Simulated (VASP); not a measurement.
Input of a VASP 6.6.1 run:

INCAR

```
SYSTEM = HfMg2O4
PREC = Normal
ENCUT = 520
EDIFF = 1E-4
ISMEAR = 0
SIGMA = 0.15
LREAL = .FALSE.
LASPH = .TRUE.
NELM = 60
ALGO = Fast
ISIF = 3
LWAVE = .FALSE.
LCHARG = .FALSE.
GGA = PE
IBRION = 2
NSW = 24
EDIFFG = -0.08
```

The input KPOINTS:

```
regular mesh
0
G
  3 3 3
  0 0 0
```

POSCAR

```
HfMg2O4
1.0
    2.5549001200      1.4750722700      4.3445178200
   -2.5549001200      1.4750722700      4.3445178200
    0.0000000000     -2.9501445500      4.3445178200
Mg Hf O
2 1 4
Direct
    0.2920788500      0.2920788500      0.2920788500
    0.7079211500      0.7079211500      0.7079211500
    0.0000000000      0.0000000000      0.0000000000
    0.5000000000      0.5000000000      0.0000000000
    0.0000000000      0.5000000000      0.5000000000
    0.5000000000      0.0000000000      0.5000000000
    0.5000000000      0.5000000000      0.5000000000
```

Potentials or basis: VASP PAW PBE potentials, release 64 (Mg, Hf_pv, O).

Launch:

```console
$ cat potpaw_PBE.64/Mg/POTCAR potpaw_PBE.64/Hf_pv/POTCAR potpaw_PBE.64/O/POTCAR > POTCAR
$ mpirun -np 1 vasp_std > vasp.out
```

(1) What does it give for the space group after relaxing (to 0.05 Å)?

(2) Predict the relaxed volume.

(3) Predict the relaxed cell.

Answers

(1) R-3m (No. 166).

(2) 12.26 Å³/atom.

(3) a = 5.905 Å, b = 5.905 Å, c = 5.905 Å, α = 42.71°, β = 42.71°, γ = 42.71°.

Caveat: the k mesh is coarse (spacing up to 0.50 Å⁻¹), so the values aren't converged.
